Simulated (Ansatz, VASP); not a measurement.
## Mg4C in VASP and in Ansatz

```
CELL_PARAMETERS angstrom
3.14661 0.00000 0.00000
-1.57331 2.72505 0.00000
0.00000 0.00000 23.06060
ATOMIC_POSITIONS crystal
Mg 0.66667 0.33333 0.17346
Mg 0.33333 0.66667 0.28271
Mg 0.66667 0.33333 0.39022
Mg 0.33333 0.66667 0.50131
C 0.50000 0.33333 0.56386
```

Alike in both runs: functional LDA; k mesh 9 × 9 × 1; occupations gaussian, width 0.1 eV; no spin polarisation.

Ansatz relaxed the structure, and its values are those at the end. VASP's run is a single point on that final structure, the one shown.

|  | VASP | Ansatz |
| --- | --- | --- |
| version | VASP 6.6.1 | Ansatz 0.2.0 |
| potentials or method | VASP PAW LDA potentials, release 64 (Mg, C) | scalar-relativistic, plane waves, PAW |
| plane-wave cutoff (eV) | 520 | 420 |
| valence electrons in the cell | 12 | 44 |

|  | VASP | Ansatz | Ansatz less VASP |
| --- | --- | --- | --- |
| gap on the k mesh at the Fermi level (eV) | none | none | - |
| rms of the force components (eV/Å) | 0.589 | 0.581 | -0.0082 |

A gap of «none» marks a metal or a gap that the smearing closes. The two sets of potentials don't hold the same shells in valence.
